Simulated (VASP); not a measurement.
Input:

```yaml
crystal:
  lattice:
    - [1.63710, -2.83554, 0.00000]
    - [1.63710, 2.83554, 0.00000]
    - [0.00000, 0.00000, 5.31420]
  atoms:
    - { symbol: Mg, position: [0.33333, 0.66667, 0.25000] }
    - { symbol: Mg, position: [0.66667, 0.33333, 0.75000] }
```

All values below come from PBE GGA, VASP's PBE PAW potentials (set 64) (plane waves; VASP). Numerical set-up: EDIFF = 1E-2, 400 eV cut-off, 12×12×6 Γ-centred mesh, first-order Methfessel-Paxton smearing of 0.10 eV, potentials Mg.

Give the stress tensor in GPa (positive for a compressed cell).

```
-2.68   0.00   0.00
 0.00  -2.68   0.00
 0.00   0.00  -3.33
```
The pressure is its mean diagonal, -2.90 GPa.

The compound is Mg in the hcp structure. The cell was not relaxed at this level. The run is one of a series of settings (EDIFF = 1E-2 against the base run), some of them coarse on purpose.
